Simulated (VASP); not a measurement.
```
Be2C
1.0
    0.00000     2.16453     2.16453
    2.16453     0.00000     2.16453
    2.16453     2.16453     0.00000
Be C
2 1
Cartesian
  1.08226   1.08226   1.08226
  3.24679   3.24679   3.24679
  0.00000   0.00000   0.00000
```

All values below come from PBE GGA, VASP's PBE PAW potentials (set 64) (plane waves; VASP). Run with 520 eV cut-off, Gaussian smearing of 0.050 eV, potentials Be C.

### Question
Give the energies of bands 2 to 7 at the high-symmetry points, in eV from the valence-band maximum.

### Answer

| band | Γ | X | U | L | W |
|---|---|---|---|---|---|
| 2 | 0.00 | -6.77 | -6.85 | -8.72 | -6.26 |
| 3 | 0.00 | -4.73 | -6.29 | -1.83 | -5.91 |
| 4 | 0.00 | -4.73 | -3.99 | -1.83 | -5.91 |
| 5 | 4.13 | 1.16 | 3.30 | 5.00 | 5.71 |
| 6 | 4.13 | 5.73 | 8.29 | 5.00 | 8.13 |
| 7 | 4.13 | 13.25 | 11.55 | 7.01 | 9.53 |

The gap is indirect, 1.16 eV, from the valence maximum at Γ to the conduction minimum at X.

The compound is Be2C in the antifluorite structure. It was relaxed first.
